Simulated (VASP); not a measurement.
Input:

```
CELL_PARAMETERS angstrom
      0.00000     3.08550     3.08550
      3.08550     0.00000     3.08550
      3.08550     3.08550     0.00000
ATOMIC_POSITIONS crystal
  Cu 0.00000 0.00000 0.00000
  I  0.25000 0.25000 0.25000
```
Cell charge +0.5.

Method: PBE GGA, VASP's PBE PAW potentials (set 64) (plane waves; VASP 6.6.1). Run with NELECT = 17.5, 400 eV cut-off, 7×7×7 Γ-centred mesh, Gaussian smearing of 0.050 eV, potentials Cu I.

The cell is charged, with a uniform compensating background.

Q: Give the stress tensor in GPa (positive for a compressed cell).

A: 
```
-15.07    0.00    0.00
  0.00  -15.07    0.00
  0.00    0.00  -15.07
```
The pressure is its mean diagonal, -15.07 GPa.

The compound is CuI in the zinc blende structure. The cell was not relaxed at this level. The run is one of a series of settings (NELECT = 17.5 against the base run), some of them coarse on purpose.
